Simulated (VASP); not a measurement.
Y:

```
CELL_PARAMETERS angstrom
3.64257 0.00000 0.00000
-1.82128 3.15456 0.00000
0.00000 0.00000 5.87916
ATOMIC_POSITIONS crystal
Y 0.33333 0.66667 0.25000
Y 0.66667 0.33333 0.75000
```

- Program: VASP 6.6.1
- Task: relaxation of cell and atoms
- Functional: PBEsol
- Potentials or basis: VASP PAW PBE potentials, release 64 (Y_sv)
- Cutoff: 580 eV
- k mesh: 15 × 15 × 8
- Occupations: gaussian, width 0.1 eV
- Spin: no spin polarisation

At the start: pressure -3.0 GPa; volume 33.78 Å³/atom.

Task: How do energy, volume and symmetry change on relaxing?

Result: Over 11 steps the energy falls by 31.4 meV/atom and the volume is 31.21 Å³/atom (-7.6 %); space group P6_3/mmc (No. 194, to 0.05 Å).

Step by step:
```csv
step,energy change (eV),largest force (eV/Å),pressure (GPa),volume (Å³)
1,0.0000,0.0000,-2.98,67.56
2,-0.0590,0.0000,0.55,61.59
3,-0.0596,0.0000,0.19,62.11
4,-0.0621,0.0000,0.10,62.26
5,-0.0627,0.0000,0.03,62.39
6,-0.0627,0.0000,0.04,62.38
7,-0.0391,0.0000,0.07,62.38
8,-0.0627,0.0000,-0.05,62.51
9,-0.0627,0.0000,-0.06,62.51
10,-0.0627,0.0000,-0.02,62.44
11,-0.0627,0.0000,0.02,62.42
```

Final structure:
```yaml
crystal:
  lattice:
    - [3.59476, 0.00000, 0.00000]
    - [-1.79738, 3.11316, 0.00000]
    - [0.00000, 0.00000, 5.57776]
  atoms:
    - { symbol: Y, position: [0.33333, 0.66667, 0.25000] }
    - { symbol: Y, position: [0.66667, 0.33333, 0.75000] }
```

Caveat: the PAW data sets were made with another functional, which shifts forces and pressure a little.
